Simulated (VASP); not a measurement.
Level of theory: AM05 GGA, VASP's PBE PAW potentials (set 64) (plane waves; VASP 6.6.1).

The input files of a VASP run:

### POSCAR
```
Ag
1.0
  0.0000000000   2.0051441313   2.0051441313
  2.0051441313   0.0000000000   2.0051441313
  2.0051441313   2.0051441313   0.0000000000
Ag
1
Cartesian
  0.0000000000   0.0000000000   0.0000000000
```

KPOINTS:
```
Automatic mesh
0
Gamma
15 15 15
0 0 0
```

**INCAR**
```
! general
SYSTEM  = Ag
PREC    = Accurate
ENCUT   = 520
LREAL   = .False.   ! projection in real space or not
LASPH   = .True.   ! aspherical one-centre terms

! electronic loop
EDIFF   = 1E-7   ! SCF stop (eV)
NELM    = 100   ! most electronic steps
ALGO    = Normal   ! blocked Davidson
LMAXMIX = 4   ! l cut-off of mixed one-centre charges

! smearing
ISMEAR  = 1
SIGMA   = 0.1

! functional
GGA     = AM

! ions
ISIF    = 2   ! forces and stress, cell fixed

! output
LWAVE   = .False.
LCHARG  = .False.
```

POTCAR, in this order: Ag (PBE.64 set). Program: vasp_std.

The run wrote:

File OSZICAR:
```
       N       E                     dE             d eps       ncg     rms          rms(c)
DAV:   1     0.436738579890E+02    0.43674E+02   -0.58116E+03  2216   0.112E+03
DAV:   2    -0.298011527474E+01   -0.46654E+02   -0.44478E+02  2237   0.208E+02
DAV:   3    -0.334230880585E+01   -0.36219E+00   -0.36212E+00  2534   0.225E+01
DAV:   4    -0.334298099863E+01   -0.67219E-03   -0.67217E-03  2465   0.907E-01
DAV:   5    -0.334298469028E+01   -0.36917E-05   -0.36927E-05  2364   0.629E-02    0.633E+00
DAV:   6    -0.301529800673E+01    0.32769E+00   -0.14940E+00  2205   0.134E+01    0.379E+00
DAV:   7    -0.300298803186E+01    0.12310E-01   -0.17844E-02  2333   0.145E+00    0.209E+00
DAV:   8    -0.299874660540E+01    0.42414E-02   -0.73720E-04  2222   0.270E-01    0.107E-01
DAV:   9    -0.299875427321E+01   -0.76678E-05   -0.71414E-06  2493   0.278E-02    0.131E-02
DAV:  10    -0.299875909655E+01   -0.48233E-05   -0.26015E-06  2348   0.198E-02    0.747E-03
DAV:  11    -0.299875889031E+01    0.20624E-06   -0.75634E-08  1646   0.303E-03    0.352E-04
DAV:  12    -0.299875887233E+01    0.17975E-07   -0.48016E-09  1133   0.818E-04
   1 F= -.29987589E+01 E0= -.29986474E+01  d E =-.334308E-03
```

**OUTCAR**
```
------------------------ aborting loop because EDIFF is reached ----------------------------------------
  FORCE on cell =-STRESS in cart. coord.  units (eV):
  Direction    XX          YY          ZZ          XY          YZ          ZX
  --------------------------------------------------------------------------------------
  Total        0.3837325      0.3837325      0.3837325      0.0000000      0.0000000      0.0000000
  in kB       38.1304910     38.1304910     38.1304910      0.0000000      0.0000000      0.0000000
  external PRESSURE =      38.1304910 kB  Pullay stress =       0.0000000 kB
  volume of cell :       16.12
      direct lattice vectors                 reciprocal lattice vectors
     0.000000000  2.005144131  2.005144131    -0.249358633  0.249358633  0.249358633
     2.005144131  0.000000000  2.005144131     0.249358633 -0.249358633  0.249358633
     2.005144131  2.005144131  0.000000000     0.249358633  0.249358633 -0.249358633
 POSITION                                       TOTAL-FORCE (eV/Angst)
 -----------------------------------------------------------------------------------
      0.00000      0.00000      0.00000         0.000000     -0.000000      0.000000
 -----------------------------------------------------------------------------------
    total drift:                               -0.000000      0.000000     -0.000000
  FREE ENERGIE OF THE ION-ELECTRON SYSTEM (eV)
  ---------------------------------------------------
  free  energy   TOTEN  =        -2.9987588723 eV

  energy  without entropy=       -2.9984245645  energy(sigma->0) =       -2.99864744
```
(Selected blocks of OUTCAR.)

OUTCAR:
```
 val. band max:        9.2210394322   @ k =  -0.2667   0.2667   0.0000

 cond. band min:       9.2355406533   @ k =  -0.3333   0.2000   0.0000


 Fermi energy:         9.2344738840

 k-point     1 :       0.0000    0.0000    0.0000
  band No.  band energies     occupation
      1       0.8120      2.00000
      2       4.0671      2.00000
      3       4.0671      2.00000
      4       4.0671      2.00000
      5       5.2189      2.00000
      6       5.2189      2.00000
      7      25.1197      0.00000
      8      29.0678      0.00000
      9      29.0678      0.00000

 k-point     2 :       0.0667    0.0000    0.0000
  band No.  band energies     occupation
      1       0.9574      2.00000
      2       4.0305      2.00000
      3       4.1092      2.00000
      4       4.1092      2.00000
      5       5.2021      2.00000
      6       5.2021      2.00000
      7      25.1729      0.00000
      8      27.9183      0.00000
      9      29.1534      0.00000

 k-point     3 :       0.1333    0.0000    0.0000
  band No.  band energies     occupation
      1       1.3688      2.00000
      2       3.9559      2.00000
      3       4.2104      2.00000
      4       4.2104      2.00000
      5       5.1776      2.00000
      6       5.1776      2.00000
      7      24.7087      0.00000
      8      26.3227      0.00000
      9      29.3591      0.00000

 k-point     4 :       0.2000    0.0000    0.0000
  band No.  band energies     occupation
      1       1.9325      2.00000
      2       3.9820      2.00000
      3       4.2911      2.00000
      4       4.2911      2.00000
      5       5.2239      2.00000
      6       5.2239      2.00000
      7      22.5267      0.00000
      8      26.0289      0.00000
      9      29.5128      0.00000

 k-point     5 :       0.2667    0.0000    0.0000
  band No.  band energies     occupation
      1       2.3430      2.00000
      2       4.2741      2.00000
      3       4.2741      2.00000
...
```

The compound is Ag in the fcc structure. This cell is one point of a volume scan, at 0.97 of the reference volume.
